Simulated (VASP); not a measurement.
Output of a VASP run:

### OUTCAR
```
 ion  position               nearest neighbor table
   1  0.000  0.000  0.000-   4 1.90   5 1.90   4 1.90   5 1.90   3 1.92   6 1.92
   2  0.500  0.500  0.500-   3 1.90   6 1.90   3 1.90   6 1.90   5 1.92   4 1.92
   3  0.304  0.304  0.000-   2 1.90   2 1.90   1 1.92
   4  0.804  0.196  0.500-   1 1.90   1 1.90   2 1.92
   5  0.196  0.804  0.500-   1 1.90   1 1.90   2 1.92
   6  0.696  0.696  0.000-   2 1.90   2 1.90   1 1.92
  LATTYP: Found a simple tetragonal cell.
 ALAT       =     4.4601269641
 C/A-ratio  =     0.6497387258
 Subroutine PRICEL returns:
 Original cell was already a primitive cell.
 Subroutine GETGRP returns: Found 16 space group operations
The static configuration has the point symmetry D_2h.
 The point group associated with its full space group is D_4h.
The dynamic configuration has the point symmetry D_2h.
The overall configuration has the point symmetry D_2h.
 Subroutine INISYM returns: Found 16 space group operations
 Subroutine IBZKPT returns following result:
 Found     60 irreducible k-points:

 Following reciprocal coordinates:
            Coordinates               Weight
  0.000000  0.000000  0.000000      1.000000
  0.142857  0.000000  0.000000      4.000000
  0.285714  0.000000  0.000000      4.000000
  0.428571  0.000000  0.000000      4.000000
  0.142857  0.142857  0.000000      4.000000
  0.285714  0.142857  0.000000      8.000000
  0.428571  0.142857  0.000000      8.000000
  0.285714  0.285714  0.000000      4.000000
  0.428571  0.285714  0.000000      8.000000
  0.428571  0.428571  0.000000      4.000000
  0.000000  0.000000  0.090909      2.000000
  0.142857  0.000000  0.090909      8.000000
  0.285714  0.000000  0.090909      8.000000
  0.428571  0.000000  0.090909      8.000000
  0.142857  0.142857  0.090909      8.000000
  0.285714  0.142857  0.090909     16.000000
  0.428571  0.142857  0.090909     16.000000
  0.285714  0.285714  0.090909      8.000000
  0.428571  0.285714  0.090909     16.000000
  0.428571  0.428571  0.090909      8.000000
  0.000000  0.000000  0.181818      2.000000
  0.142857  0.000000  0.181818      8.000000
  0.285714  0.000000  0.181818      8.000000
  0.428571  0.000000  0.181818      8.000000
  0.142857  0.142857  0.181818      8.000000
  0.285714  0.142857  0.181818     16.000000
  0.428571  0.142857  0.181818     16.000000
  0.285714  0.285714  0.181818      8.000000
  0.428571  0.285714  0.181818     16.000000
  0.428571  0.428571  0.181818      8.000000
  0.000000  0.000000  0.272727      2.000000
  0.142857  0.000000  0.272727      8.000000
  0.285714  0.000000  0.272727      8.000000
  0.428571  0.000000  0.272727      8.000000
  0.142857  0.142857  0.272727      8.000000
  0.285714  0.142857  0.272727     16.000000
  0.428571  0.142857  0.272727     16.000000
  0.285714  0.285714  0.272727      8.000000
  0.428571  0.285714  0.272727     16.000000
  0.428571  0.428571  0.272727      8.000000
   k-points           NKPTS =     60   k-points in BZ     NKDIM =     60   number of bands    NBANDS=     30
   number of dos      NEDOS =    301   number of ions     NIONS =      6
   total plane-waves  NPLWV =  31104
   dimension x,y,z NGX =    36 NGY =   36 NGZ =   24
   dimension x,y,z NGXF=    72 NGYF=   72 NGZF=   48
   ions per type =               2   4
   PREC   = accura    normal or accurate (medium, high low for compatibility)
   ISTART =      0    job   : 0-new  1-cont  2-samecut
   ICHARG =      2    charge: 1-file 2-atom 10-const
   ISPIN  =      2    spin polarized calculation?
   LNONCOLLINEAR =      F non collinear calculations
   LSORBIT =      F    spin-orbit coupling
   INIWAV =      1    electr: 0-lowe 1-rand  2-diag
   ENCUT  =  520.0 eV  38.22 Ry    6.18 a.u.   8.29  8.29  5.39*2*pi/ulx,y,z
   NELM   =    100;   NELMIN=  2; NELMDL= -5     # of ELM steps
   EDIFF  = 0.1E-06   stopping-criterion for ELM
   LREAL  =      F    real-space projection
...
```

File OSZICAR:
```
...
DAV:   1     0.643951990609E+03    0.64395E+03   -0.28718E+04  7408   0.200E+03
DAV:   2     0.196005325695E+02   -0.62435E+03   -0.58865E+03  7742   0.566E+02
DAV:   3    -0.608846507144E+02   -0.80485E+02   -0.78432E+02  8982   0.190E+02
DAV:   4    -0.642496227736E+02   -0.33650E+01   -0.30607E+01  8444   0.331E+01
DAV:   5    -0.643095980986E+02   -0.59975E-01   -0.59895E-01  7456   0.530E+00    0.420E+01
DAV:   6    -0.614152308824E+02    0.28944E+01   -0.18501E+02  9046   0.120E+02    0.599E+01
DAV:   7    -0.503994105870E+02    0.11016E+02   -0.14831E+02  9486   0.125E+02    0.194E+01
DAV:   8    -0.483125424758E+02    0.20869E+01   -0.95022E+00  7696   0.292E+01    0.812E+00
DAV:   9    -0.478938461792E+02    0.41870E+00   -0.20905E+00  9720   0.147E+01    0.317E+00
DAV:  10    -0.479099221294E+02   -0.16076E-01   -0.20858E-01  7580   0.380E+00    0.173E+00
DAV:  11    -0.479026322807E+02    0.72898E-02   -0.30973E-02  7640   0.214E+00    0.420E-01
DAV:  12    -0.479035457612E+02   -0.91348E-03   -0.34544E-03  8162   0.522E-01    0.262E-01
DAV:  13    -0.479033108132E+02    0.23495E-03   -0.38020E-04  8866   0.273E-01    0.111E-01
DAV:  14    -0.479032803040E+02    0.30509E-04   -0.12843E-04  8592   0.150E-01    0.327E-02
DAV:  15    -0.479032780964E+02    0.22077E-05   -0.70294E-05  8186   0.107E-01    0.184E-02
DAV:  16    -0.479032772098E+02    0.88654E-06   -0.11294E-05  7480   0.411E-02    0.879E-03
DAV:  17    -0.479032770768E+02    0.13306E-06   -0.13235E-06  9708   0.132E-02    0.193E-03
DAV:  18    -0.479032769974E+02    0.79325E-07   -0.28689E-07  5824   0.369E-03
   1 F= -.48622529E+02 E0= -.48622608E+02  d E =-.486225E+02  mag=     0.0000
       N       E                     dE             d eps       ncg     rms          rms(c)
DAV:   1    -0.479075356001E+02   -0.42585E-02   -0.97058E-01  7200   0.705E+00    0.628E-01
DAV:   2    -0.479064798198E+02    0.10558E-02   -0.32817E-02  8280   0.165E+00    0.448E-01
DAV:   3    -0.479054741661E+02    0.10057E-02   -0.53542E-03 10162   0.988E-01    0.306E-01
DAV:   4    -0.479046351845E+02    0.83898E-03   -0.26617E-03  9464   0.590E-01    0.118E-01
DAV:   5    -0.479046330020E+02    0.21825E-05   -0.44941E-04  7634   0.209E-01    0.509E-02
DAV:   6    -0.479046309344E+02    0.20676E-05   -0.22028E-05  8038   0.396E-02    0.295E-02
DAV:   7    -0.479046295899E+02    0.13444E-05   -0.62232E-06  8904   0.234E-02    0.105E-02
DAV:   8    -0.479046298441E+02   -0.25419E-06   -0.18322E-06  8576   0.146E-02    0.348E-03
DAV:   9    -0.479046298638E+02   -0.19671E-07   -0.12590E-07  4086   0.405E-03
   2 F= -.48624107E+02 E0= -.48624190E+02  d E =-.157841E-02  mag=     0.0000
       N       E                     dE             d eps       ncg     rms          rms(c)
DAV:   1    -0.479048539016E+02   -0.22406E-03   -0.32582E-02  7200   0.129E+00    0.115E-01
DAV:   2    -0.479048162071E+02    0.37694E-04   -0.10880E-03  8268   0.297E-01    0.808E-02
DAV:   3    -0.479047826103E+02    0.33597E-04   -0.17420E-04 10170   0.177E-01    0.559E-02
DAV:   4    -0.479047556569E+02    0.26953E-04   -0.90471E-05  9612   0.109E-01    0.223E-02
DAV:   5    -0.479047552527E+02    0.40424E-06   -0.15411E-05  7688   0.402E-02    0.921E-03
DAV:   6    -0.479047551342E+02    0.11855E-06   -0.80371E-07  7532   0.780E-03    0.540E-03
DAV:   7    -0.479047550341E+02    0.10010E-06   -0.17581E-07  4526   0.414E-03    0.188E-03
DAV:   8    -0.479047550247E+02    0.93105E-08   -0.74324E-08  3612   0.302E-03
   3 F= -.48624191E+02 E0= -.48624273E+02  d E =-.166175E-02  mag=     0.0000
```

**OUTCAR**
```
------------------------ aborting loop because EDIFF is reached ----------------------------------------
 Edisp (eV)   -0.71944
  FORCE on cell =-STRESS in cart. coord.  units (eV):
  Direction    XX          YY          ZZ          XY          YZ          ZX
  --------------------------------------------------------------------------------------
  Total      -2.20856    -2.20856    -2.26727    -0.00000     0.00000     0.00000
  in kB     -61.38169   -61.38169   -63.01354    -0.00000     0.00000     0.00000
  external pressure =      -61.93 kB  Pullay stress =        0.00 kB
  volume of cell :       57.65
      direct lattice vectors                 reciprocal lattice vectors
     4.465540284 -0.000000000  0.000000000     0.223937068 -0.000000000  0.000000000
     0.000000000  4.465540284  0.000000000     0.000000000  0.223937068  0.000000000
     0.000000000  0.000000000  2.890895510     0.000000000  0.000000000  0.345913575
 POSITION                                       TOTAL-FORCE (eV/Angst)
 -----------------------------------------------------------------------------------
      4.46554     -0.00000      0.00000        -0.000000      0.000000      0.000000
      2.23277      2.23277      1.44545        -0.000000      0.000000      0.000000
      1.36159      1.36159      0.00000        -0.005739     -0.005739      0.000000
      3.59436      0.87118      1.44545        -0.005739      0.005739      0.000000
      0.87118      3.59436      1.44545         0.005739     -0.005739      0.000000
      3.10395      3.10395      0.00000         0.005739      0.005739      0.000000
 -----------------------------------------------------------------------------------
    total drift:                                0.000000      0.000000     -0.000000
  FREE ENERGIE OF THE ION-ELECTRON SYSTEM (eV)
  ---------------------------------------------------
  free  energy   TOTEN  =       -48.6241905031 eV

  energy  without entropy=      -48.6244373225  energy(sigma->0) =      -48.62427278

 total charge

# of ion       s       p       d       tot
------------------------------------------
    1        0.338   6.434   4.878  11.650
    2        0.338   6.434   4.878  11.650
    3        1.568   3.439   0.000   5.007
    4        1.568   3.439   0.000   5.007
    5        1.568   3.439   0.000   5.007
    6        1.568   3.439   0.000   5.007
--------------------------------------------------
tot          6.949  26.622   9.755  43.326

 magnetization (x)

# of ion       s       p       d       tot
------------------------------------------
    1        0.013   0.021   2.517   2.551
    2       -0.013  -0.021  -2.517  -2.551
    3       -0.001  -0.051   0.000  -0.052
    4        0.001   0.051   0.000   0.052
    5        0.001   0.051   0.000   0.052
    6       -0.001  -0.051   0.000  -0.052
--------------------------------------------------
tot          0.000   0.000   0.000   0.000

 reached required accuracy - stopping structural energy minimisation
```
(Selected blocks of OUTCAR.)

**POSCAR**
```
MnO2
1
    4.4601269641     0.0000000000     0.0000000000
    0.0000000000     4.4601269641     0.0000000000
    0.0000000000     0.0000000000     2.8979172105
Mn O
2 4
Direct
  0.0000000000   0.0000000000   1.0000000000
  0.5000000000   0.5000000000   0.5000000000
  0.3042097802   0.3042097802   0.0000000000
  0.8042097802   0.1957902198   0.5000000000
  0.1957902198   0.8042097802   0.5000000000
  0.6957902198   0.6957902198   1.0000000000
```

Reconstruct the remaining input files.

This is not unique; one that fits is the input of the run itself, PBE GGA with D3 dispersion (zero damping), plane waves, VASP's PBE PAW potentials (set 64).

**INCAR**
```
# general
SYSTEM  = MnO2
PREC    = Accurate
ENCUT   = 520   # plane-wave cut-off (eV)
LREAL   = .False.   # projection in real space or not
LASPH   = .True.

# electronic loop
EDIFF   = 1E-7
NELM    = 100   # most electronic steps
ALGO    = Normal   # blocked Davidson
LMAXMIX = 4

# smearing
ISMEAR  = 1
SIGMA   = 0.1

# functional
GGA     = PE
IVDW    = 11

# spin
ISPIN   = 2   # spin-polarised
MAGMOM  = 2.5 -2.5 -0.0 0.0 0.0 -0.0

# ions
IBRION  = 2
NSW     = 30   # most ionic steps
ISIF    = 4
EDIFFG  = -0.01   # ionic stop

# output
LWAVE   = .False.
LCHARG  = .False.
LORBIT  = 10
```

### KPOINTS
```
kpoints
0
gamma
7 7 11
```

POTCAR, in this order: Mn_pv O (PBE.64 set). Program: vasp_std.

The compound is MnO2 in the rutile structure. This cell is one point of a volume scan, at 1.03 of the reference volume. Symmetry was kept, so distortions that lower it aren't found.
